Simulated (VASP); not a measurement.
Calculation: rev-vdW-DF2, VASP's PBE PAW potentials (set 64) (plane waves; VASP 6.6.1).

VASP ran on this input.

File POSCAR:
```
HfC
3.2741940
  0.0000000000   0.7071067551   0.7071067551
  0.7071067551   0.0000000000   0.7071067551
  0.7071067551   0.7071067551   0.0000000000
Hf C
1 1
Cart
  0.0000000000   0.0000000000   0.0000000000
  0.7071067551   0.7071067551   0.7071067551
```

File KPOINTS:
```
Automatic
0
Gamma
  14 14 14
0 0 0
```

**INCAR**
```
AGGAC  =  0.0
ALGO  =  Normal
EDIFF  =  1E-7
ENCUT  =  520
GGA  =  MK
ISIF  =  2
ISMEAR  =  1
LASPH  =  .TRUE.
LCHARG  =  .FALSE.
LMAXMIX  =  6
LREAL  =  .FALSE.
LUSE_VDW  =  .TRUE.
LWAVE  =  .FALSE.
NELM  =  100
PARAM1  =  0.1234568
PARAM2  =  0.7114
PREC  =  Accurate
SIGMA  =  0.1
SYSTEM  =  HfC
ZAB_VDW  =  -1.8867
```

POTCAR, in this order: Hf_pv C (PBE.64 set). Program: vasp_std.

Output

**OUTCAR**
```
 ion  position               nearest neighbor table
   1  0.000  0.000  0.000-   2 2.32   2 2.32   2 2.32   2 2.32   2 2.32   2 2.32
   2  0.500  0.500  0.500-   1 2.32   1 2.32   1 2.32   1 2.32   1 2.32   1 2.32
  LATTYP: Found a face centered cubic cell.
 ALAT       =     4.6304093898
 Subroutine PRICEL returns:
 Original cell was already a primitive cell.
 Subroutine GETGRP returns: Found 48 space group operations
The static configuration has the point symmetry O_h .
The dynamic configuration has the point symmetry O_h .
 Subroutine INISYM returns: Found 48 space group operations
 Subroutine IBZKPT returns following result:
 Found    104 irreducible k-points:

 Following reciprocal coordinates:
            Coordinates               Weight
  0.000000  0.000000  0.000000      1.000000
  0.071429  0.000000  0.000000      8.000000
  0.142857  0.000000  0.000000      8.000000
  0.214286  0.000000  0.000000      8.000000
  0.285714  0.000000  0.000000      8.000000
  0.357143  0.000000  0.000000      8.000000
  0.428571  0.000000  0.000000      8.000000
  0.500000  0.000000  0.000000      4.000000
  0.071429  0.071429  0.000000      6.000000
  0.142857  0.071429  0.000000     24.000000
  0.214286  0.071429  0.000000     24.000000
  0.285714  0.071429  0.000000     24.000000
  0.357143  0.071429  0.000000     24.000000
  0.428571  0.071429  0.000000     24.000000
  0.500000  0.071429  0.000000     24.000000
 -0.428571  0.071429  0.000000     24.000000
 -0.357143  0.071429  0.000000     24.000000
 -0.285714  0.071429  0.000000     24.000000
 -0.214286  0.071429  0.000000     24.000000
 -0.142857  0.071429  0.000000     24.000000
 -0.071429  0.071429  0.000000     12.000000
  0.142857  0.142857  0.000000      6.000000
  0.214286  0.142857  0.000000     24.000000
  0.285714  0.142857  0.000000     24.000000
...
```

### OSZICAR
```
       N       E                     dE             d eps       ncg     rms          rms(c)
DAV:   1     0.271705749276E+02    0.27171E+02   -0.77686E+03  2296   0.121E+03
DAV:   2    -0.196531433805E+02   -0.46824E+02   -0.44427E+02  3010   0.217E+02
DAV:   3    -0.213980377980E+02   -0.17449E+01   -0.17247E+01  2880   0.324E+01
DAV:   4    -0.214159780827E+02   -0.17940E-01   -0.17884E-01  2809   0.345E+00
DAV:   5    -0.214162127980E+02   -0.23472E-03   -0.23467E-03  3025   0.316E-01    0.584E+01
DAV:   6    -0.182893395508E+02    0.31269E+01   -0.21026E+01  2545   0.235E+01    0.415E+01
DAV:   7    -0.182164950424E+02    0.72845E-01   -0.68988E-01  2651   0.627E+00    0.252E+01
DAV:   8    -0.182093917106E+02    0.71033E-02   -0.56060E-02  2570   0.239E+00    0.619E+00
DAV:   9    -0.182032339116E+02    0.61578E-02   -0.29956E-02  2600   0.102E+00    0.191E+00
DAV:  10    -0.182030380858E+02    0.19583E-03   -0.81034E-04  2709   0.247E-01    0.510E-01
DAV:  11    -0.182030243155E+02    0.13770E-04   -0.23891E-04  2614   0.111E-01    0.523E-02
DAV:  12    -0.182030225879E+02    0.17276E-05   -0.75273E-06  2651   0.253E-02    0.716E-02
DAV:  13    -0.182030220094E+02    0.57850E-06   -0.68186E-07  2759   0.804E-03    0.308E-03
DAV:  14    -0.182030220014E+02    0.80065E-08   -0.10659E-08  1309   0.109E-03
   1 F= -.18203022E+02 E0= -.18203017E+02  d E =-.162326E-04
```

OUTCAR:
```
------------------------ aborting loop because EDIFF is reached ----------------------------------------
  FORCE on cell =-STRESS in cart. coord.  units (eV):
  Direction    XX          YY          ZZ          XY          YZ          ZX
  --------------------------------------------------------------------------------------
  Total       -0.0123889     -0.0123889     -0.0123889      0.0000000     -0.0000000     -0.0000000
  in kB       -0.7997322     -0.7997322     -0.7997322      0.0000000     -0.0000000     -0.0000000
  external PRESSURE =      -0.7997322 kB  Pullay stress =       0.0000000 kB
  volume of cell :       24.82
      direct lattice vectors                 reciprocal lattice vectors
     0.000000000  2.315204695  2.315204695    -0.215963626  0.215963626  0.215963626
     2.315204695  0.000000000  2.315204695     0.215963626 -0.215963626  0.215963626
     2.315204695  2.315204695  0.000000000     0.215963626  0.215963626 -0.215963626
 POSITION                                       TOTAL-FORCE (eV/Angst)
 -----------------------------------------------------------------------------------
      0.00000      0.00000      0.00000        -0.000000      0.000000     -0.000000
      2.31520      2.31520      2.31520         0.000000     -0.000000      0.000000
 -----------------------------------------------------------------------------------
    total drift:                                0.000000     -0.000000     -0.000000
  FREE ENERGIE OF THE ION-ELECTRON SYSTEM (eV)
  ---------------------------------------------------
  free  energy   TOTEN  =       -18.2030220014 eV

  energy  without entropy=      -18.2030057688  energy(sigma->0) =      -18.20301659
```
(Selected blocks of OUTCAR.)

The compound is HfC in the rock salt structure. It was relaxed first.
